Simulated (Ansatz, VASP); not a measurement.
# Cross-check of KCl (Sylvite) between VASP and Ansatz

One calculation is typed for both programs; each brings its own data sets. How far apart do they land? The cell is taken from a series of runs on this material, whose earlier steps may have relaxed, scaled, displaced or heated it; both programs get it as it stands.

Main program and level: Ansatz 0.2.0; plane waves, with VASP 6.6.1 beside it; zone-centre phonons at r2SCAN.

## 1. Set-up

The structure is cubic, space group Fm-3m (No. 225). Conventional cell: a = 6.293 Å, b = 6.293 Å, c = 6.293 Å, α = 90.00°, β = 90.00°, γ = 90.00°. K has 6 Cl at 3.15 Å nearest. Nearest to Cl lie 6 K at 3.15 Å. Farther neighbours and most contacts between anions are not listed.

## 2. Ansatz: zone-centre phonons, r2SCAN

Ansatz runs on its default PAW (the set named soft_2) files.

Second derivatives magnify differences that forces hide, and they need a tight electronic threshold.

input.yaml

```yaml
crystal:
  lattice:
    - [0.0, 3.1464864085, 3.1464864085]
    - [3.1464864085, 0.0, 3.1464864085]
    - [3.1464864085, 3.1464864085, 0.0]
  atoms:
    - { symbol: K, position: [0.0, 0.0, 0.0] }
    - { symbol: Cl, position: [0.5, 0.5, 0.5] }
kpoints:
  mp_grid: { grid: [6, 6, 6] }
hamiltonian:
  xc: r2scan
scf:
  occupations: { method: fixed }
output:
  eigenvalues: true
phonons:
  method: dfpt
  dielectric: true
  rigid_motions: translations
```

Command:

```sh
ansatz run input.yaml --threads 4 --pin off --max-ram 7168MiB --backend cpu --events-out ev --progress --plain --runs-dir out
```

Numbers of over 12 decimals in the logs are rounded to 6 here.

Output:

```text
Engine: ansatz 0.2.0, aarch64-unknown-linux-gnu
Pseudopotentials: kind: paw
Pseudopotential: K, paw, valence charge 9, recommended cutoff 500 eV (meta_gga), K.paw.azcp
Pseudopotential: Cl, paw, valence charge 7, recommended cutoff 500 eV (meta_gga), Cl.paw.azcp
Functional definition: r2SCAN
  parameter k0 = 0.174
  parameter k1 = 0.065
  parameter a1 = 4.9479
  exchange = r2scan_x(k0 = k0, k1 = k1, a1 = a1)
  correlation = r2scan_c
Crystal: 2 atoms, lattice volume = 62.303 Å³
Basis set: ecut = 500 eV, 1591 PW (Γ), exchange–correlation on 288×288×288 points (512 copies of the dense FFT grid, shifted against one another)
Bands: 12, of which v1, the nominal top of the filled ones, is band 8 counted from 1 (7 counted from 0)
Symmetry: 48 space group operations
k-points: 30 of 216 (irreducible under 8 space group operations, time reversal used)
Non-local potential: K, projectors of the file, l = 0: 3, l = 1: 2, l = 2: 2
Non-local potential: Cl, projectors of the file, l = 0: 2, l = 1: 2, l = 2: 2
PAW form: soft (Blöchl's): semilocal exchange-correlation on the pseudo side does not see the compensation charge
PAW frozen core: K, regenerated for the run's functional (the file was generated under x = pbe(κ = 0.804, μ = 0.219515), c = pbe(β = 0.066725))
PAW frozen core: Cl, regenerated for the run's functional (the file was generated under x = pbe(κ = 0.804, μ = 0.219515), c = pbe(β = 0.066725))
PAW one-centre angular grid: K, 302 points (default); XC on 160 Gauss nodes
PAW one-centre angular grid: Cl, 302 points (default); XC on 160 Gauss nodes
Initial density: superposition of atomic densities (neutral atoms: chi_scale 0, normalization atom), corrected by the library's trained network
Initial wavefunctions: pseudopotential atomic-orbital guess
Functional: x = r2scan, c = r2scan; τ floored in thin density (d = 2e-4 eV/Å³)
SCF iter   1: F=—  HF=-2630.455111 eV  |F-HF|=—  |Δ(HF+E_count)|=         —  Δρ=3.87e-3  dr2=4.94e-3  dr2_τ=1.48e-3  ethr=1.77e-3  ⟨swp⟩=4.6  Hψ=1964  notcnv=0  defer=41
preconditioner: auto → none  [insulator: Δε(μ)=5.877 eV  Ē_g=16.204 eV  n_scr=14 (ndim 8)  ℏωp=17.6 eV  f_vac=0.092  ε∞_Penn≈2.2]
SCF iter   2: F=—  HF=-2630.472995 eV  |F-HF|=—  |Δ(HF+E_count)|=   1.79e-2  Δρ=1.60e-3  dr2=6.11e-4  dr2_τ=6.28e-5  ethr=3.09e-5  ⟨swp⟩=3.0  Hψ=939  notcnv=0  defer=58
SCF iter   3: F=—  HF=-2630.473101 eV  |F-HF|=—  |Δ(HF+E_count)|=   1.06e-4  Δρ=3.70e-4  dr2=2.79e-5  dr2_τ=5.39e-6  ethr=3.82e-6  ⟨swp⟩=3.0  Hψ=627  notcnv=0  defer=58
SCF iter   4: F=—  HF=-2630.473116 eV  |F-HF|=—  |Δ(HF+E_count)|=   1.51e-5  Δρ=4.54e-5  dr2=7.59e-7  dr2_τ=4.80e-7  ethr=1.75e-7  ⟨swp⟩=3.0  Hψ=657  notcnv=0  defer=51
SCF iter   5: F=—  HF=-2630.473114 eV  |F-HF|=—  |Δ(HF+E_count)|=   1.75e-6  Δρ=8.06e-6  dr2=2.28e-8  dr2_τ=5.13e-9  ethr=4.75e-9  ⟨swp⟩=2.0  Hψ=570  notcnv=0  defer=9
SCF iter   6: F=—  HF=-2630.473114 eV  |F-HF|=—  |Δ(HF+E_count)|=   2.46e-8  Δρ=2.44e-6  dr2=3.27e-9  dr2_τ=3.65e-10  ethr=1.43e-10  ⟨swp⟩=2.0  Hψ=570  notcnv=0  defer=10
SCF iter   7: F=-2630.473114 eV  HF=-2630.473114 eV  |F-HF|=1.36e-12  |Δ(HF+E_count)|=  6.79e-10  Δρ=2.92e-7  dr2=3.20e-11  dr2_τ=4.44e-12  ethr=1.00e-12  ⟨swp⟩=7.2  Hψ=2675  notcnv=0
SCF 1 converged in 7 iterations: F = -2630.473114 eV  dr2 = 3.20e-11
  greatest PAW one-centre occupation: 0.989 electrons in one spin orbital (limit 2), on the K atom at site 0 (counted from 0), in its partial waves of l = 0
NSCF: frozen V_eff on 2 k-points
DFPT response loops at Γ: preconditioner auto → none (the input reference at scf.mixing.eps_inf says where Resta's filter doesn't serve); β = 0.50; Broyden in place of MSR1
SCF converged after 7 iterations
Free energy (F): -2630.473114 eV
Harris-Foulkes:  -2630.473114 eV  (|F-HF|=1.36e-12)
Internal energy: -2630.473114 eV  (E = F + TS)
E sigma→0 (E₀):  -2630.473114 eV
Fermi energy:    0.433931 eV
--- Per-component energies (eV) ---
  E_band       = -142.738797
  E_kinetic    = 415.666425
  E_local      = -833.677790  (includes V_loc(G=0)·N_el)
  E_nonlocal   = 40.797780
  E_hartree    = 279.411294
  E_xc         = -238.876081
  E_vxc        = -322.311070  (∫ρ·V_xc dr)
  E_paw        = -1454.445915  (= ΣΔE_a)
  E_vpaw       = -20.489288  (= ΣTr[D̂ρ^β])
  E_aug_tail   = 0.000035  (compensation charges beyond the density's cutoff)
  E_vtau       = 18.452587  (kinetic-family band-sum trace: ∫τ·v_τ [+ j·A + Jᵃ·Aᵃ] dr)
  E_ewald      = -839.016270
  E_core_change = -0.332592  (= ΣΔE_core)
  E_smearing   = -0.000000  (= −TS)
  E_closure    = 0.000000  (closes the sum)
  Σ components = -2630.473114   (vs F -2630.473114, Δ=0.00e0)
--- Band table (eV; the first three rows and the last of 30) ---
  k-point 0: bands = [... 4 lower, -10.4527, 0.4339, 0.4339, 0.4339, 6.2596, 9.4477, 9.4477, 9.4477]
  k-point 1: bands = [... 4 lower, -10.3959, 0.1271, 0.3491, 0.3491, 6.8946, 9.2311, 9.8047, 9.8047]
  k-point 2: bands = [... 4 lower, -10.2884, -0.3882, 0.1878, 0.1878, 8.0879, 9.2938, 10.7772, 10.7772]
  k-point 29: bands = [... 4 lower, -10.4068, -0.1436, 0.0145, 0.0730, 8.2023, 9.9342, 10.3722, 11.4747]
--- Phonons (Γ-DFPT): 2 representative perturbations + reference, on 30 of 216 k-points (Σ response iterations 12) ---
  k mesh reduced under 8 symmetry operations, with k and −k counted as one. Each operation leaves every solved perturbation unchanged. A smaller set is not considered because the functional reads the kinetic-energy density
  ASR residual: 4.245e-4 → 0.000e0 eV/Å²; symmetrization residual: 7.673e-7 eV/Å²
  ASR residual per site (eV/Å²): 1.39e-4 4.25e-4
  Γ frequencies (cm⁻¹): 0.00 0.00 0.00 144.88 144.88 144.88
  ε∞ (high-frequency dielectric tensor):
        2.248171     0.000000     0.000000
        0.000000     2.248171    -0.000000
        0.000000     0.000000     2.248171
  ε⁰ (static dielectric tensor: ions relaxed, cell fixed):
        4.734071     0.000000    -0.000000
        0.000000     4.734071     0.000000
       -0.000000     0.000000     4.734071
  ε⁰ − ε∞ (ionic part):
        2.485900    -0.000000    -0.000000
       -0.000000     2.485900     0.000000
       -0.000000     0.000000     2.485900
  softest optical mode at Γ: 144.88 cm⁻¹; the repairs (sum rule, projections) moved no ω² at Γ by more than (1.81 cm⁻¹)²
  Born effective charges Z* (e; rows j = field, columns β = displacement):
    site 0:
         1.10834    0.00000   -0.00000
        -0.00000    1.10834   -0.00000
        -0.00000   -0.00000    1.10834
    site 1:
        -1.10834   -0.00000    0.00000
         0.00000   -1.10834    0.00000
         0.00000    0.00000   -1.10834
  Z* charge neutrality: 5.666e-5 e pre-enforcement
  k-mesh period / interband length: 26.7 Å / 1.12 Å = 23.91 at k = (0.0000, 0.0000, 0.0000), direct gap 5.826 eV — 14 or more, which is no proof of convergence
  optical modes at Γ without the LO–TO term, one row a degenerate level:
      ω (cm⁻¹)  modes    IR ((D/Å)²/amu)
        144.88      3             4.5729
  optical modes at Γ + LO–TO along q̂ = [1.0000, 0.0000, 0.0000]:
      ω (cm⁻¹)  modes    IR ((D/Å)²/amu)
        144.88      2             3.0486
        210.24      1             1.5243
  optical modes at Γ + LO–TO along q̂ = [0.0000, 1.0000, 0.0000]:
      ω (cm⁻¹)  modes    IR ((D/Å)²/amu)
        144.88      2             3.0486
        210.24      1             1.5243
  optical modes at Γ + LO–TO along q̂ = [0.0000, 0.0000, 1.0000]:
      ω (cm⁻¹)  modes    IR ((D/Å)²/amu)
        144.88      2             3.0486
        210.24      1             1.5243
```

[end of part 1 of 2]

[Lines on the potential files, build, host, timing and source positions are cut from VASP's logs without a mark.]

[Logs are printed without paths, hosts, clocks, repeated set-up lines and the standing remarks that a program may print on its own settings, such as how far it seeks lower states.]

[Hosts, paths, dates, database ids (printed as entryN), source tags and the programs' standing remarks are cut or masked in the printed files.]
